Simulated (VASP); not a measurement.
```
CELL_PARAMETERS angstrom
      0.00000     2.73014     2.73014
      2.73014     0.00000     2.73014
      2.73014     2.73014     0.00000
ATOMIC_POSITIONS crystal
  Ca 0.00000 0.00000 0.00000
  F  0.25000 0.25000 0.25000
  F  0.75000 0.75000 0.75000
```

These are optB86b-vdW, VASP's PBE PAW potentials (set 64) (plane waves; VASP) values and carry that method's errors. Numerical set-up: 520 eV cut-off, Gaussian smearing of 0.050 eV, potentials Ca_sv F.

### Question
Give the energies of bands 7 to 15 at the high-symmetry points, in eV from the valence-band maximum.

### Answer

```
band      Γ      X      U      L      W
----  -----  -----  -----  -----  -----
7     -2.11  -2.72  -2.45  -1.52  -2.26
8     -2.11  -1.65  -1.74  -1.52  -2.14
9     -2.11  -1.65  -1.51  -1.29  -1.04
10    -0.26  -0.37  -0.65  -1.25  -1.04
11    -0.26  -0.37  -0.44  -0.84  -0.28
12    -0.26   0.00  -0.10  -0.84  -0.09
13     7.24   8.08   8.34   9.39   8.41
14     9.18   9.56   9.74   9.39   9.76
15     9.18  10.10   9.82   9.78   9.97
```

The gap is indirect, 7.24 eV, from the valence maximum at X to the conduction minimum at Γ.

Measured: gap 11.80 eV (computed value off by -4.56 eV), as given by E. Cadelano et al., The European Physical Journal B (2011), arXiv:1107.5962.

The compound is CaF2 in the fluorite structure. The cell was not relaxed at this level.
